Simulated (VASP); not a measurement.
Method: optB86b-vdW, VASP's PBE PAW potentials (set 64) (plane waves; VASP 6.6.1).

VASP ran on this input.

File POSCAR:
```
LiH
1
   -0.0000000000     2.0072869805     2.0072869805
    2.0072869805     0.0000000000     2.0072869805
    2.0072869805     2.0072869805     0.0000000000
Li H
1 1
Direct
  1.0000000000   1.0000000000   1.0000000000
  0.5000000000   0.5000000000   0.5000000000
```

**INCAR**
```
! general
SYSTEM   = LiH
PREC     = Accurate
ENCUT    = 520
LREAL    = .FALSE.
LASPH    = .TRUE.

! electronic loop
EDIFF    = 1E-7
NELM     = 100
ALGO     = Normal

! smearing
ISMEAR   = -5

! functional
GGA      = MK
LUSE_VDW = .TRUE.
AGGAC    = 0.0
PARAM1   = 0.1234
PARAM2   = 1.0

! ions
ISIF     = 2

! output
LWAVE    = .FALSE.
LCHARG   = .TRUE.
LORBIT   = 11
NEDOS    = 601
```

### KPOINTS
```
Automatic
0
gamma
 13 13 13
```

POTCAR, in this order: Li_sv H (PBE.64 set). Program: vasp_std.

Output of the run:

File OSZICAR:
```
       N       E                     dE             d eps       ncg     rms          rms(c)
DAV:   1    -0.936924836918E+00   -0.93692E+00   -0.14500E+03  1032   0.612E+02
DAV:   2    -0.547833399521E+01   -0.45414E+01   -0.45414E+01  1506   0.669E+01
DAV:   3    -0.554609106121E+01   -0.67757E-01   -0.67757E-01  1116   0.791E+00
DAV:   4    -0.554761579893E+01   -0.15247E-02   -0.15247E-02  1446   0.940E-01
DAV:   5    -0.554762744760E+01   -0.11649E-04   -0.11649E-04  1164   0.592E-02    0.305E+00
DAV:   6    -0.534284608627E+01    0.20478E+00   -0.19003E-01  1104   0.202E+00    0.151E+00
DAV:   7    -0.527968925882E+01    0.63157E-01   -0.23914E-01  1308   0.253E+00    0.238E-01
DAV:   8    -0.528239080140E+01   -0.27015E-02   -0.71529E-03  1206   0.744E-01    0.447E-02
DAV:   9    -0.528236836267E+01    0.22439E-04   -0.30686E-04  1494   0.105E-01    0.114E-02
DAV:  10    -0.528236706537E+01    0.12973E-05   -0.10363E-05  1206   0.297E-02    0.360E-03
DAV:  11    -0.528236644691E+01    0.61846E-06   -0.80799E-07  1326   0.844E-03    0.101E-03
DAV:  12    -0.528236509190E+01    0.13550E-05   -0.47890E-08   954   0.258E-03    0.116E-03
DAV:  13    -0.528236581262E+01   -0.72072E-06   -0.29109E-08   618   0.162E-03    0.948E-05
DAV:  14    -0.528236586390E+01   -0.51288E-07   -0.23986E-09   510   0.570E-04
   1 F= -.52823659E+01 E0= -.52823659E+01  d E =0.000000E+00
```

OUTCAR:
```
------------------------ aborting loop because EDIFF is reached ----------------------------------------
  FORCE on cell =-STRESS in cart. coord.  units (eV):
  Direction    XX          YY          ZZ          XY          YZ          ZX
  --------------------------------------------------------------------------------------
  Total       -0.0166516     -0.0166516     -0.0166516     -0.0000000      0.0000000      0.0000000
  in kB       -1.6493350     -1.6493350     -1.6493350     -0.0000000      0.0000000      0.0000000
  external PRESSURE =      -1.6493350 kB  Pullay stress =       0.0000000 kB
  volume of cell :       16.18
      direct lattice vectors                 reciprocal lattice vectors
     0.000000000  2.007286980  2.007286980    -0.249092434  0.249092434  0.249092434
     2.007286980  0.000000000  2.007286980     0.249092434 -0.249092434  0.249092434
     2.007286980  2.007286980  0.000000000     0.249092434  0.249092434 -0.249092434
  FREE ENERGIE OF THE ION-ELECTRON SYSTEM (eV)
  ---------------------------------------------------
  free  energy   TOTEN  =        -5.2823658639 eV

  energy  without entropy=       -5.2823658639  energy(sigma->0) =       -5.28236586

 total charge

# of ion       s       p       d       tot
------------------------------------------
    1        2.020   0.068   0.000   2.088
    2        0.551   0.002   0.000   0.553
--------------------------------------------------
tot          2.571   0.069   0.000   2.640
```
(Selected blocks of OUTCAR.)

The compound is LiH in the rock salt structure. It was relaxed first.
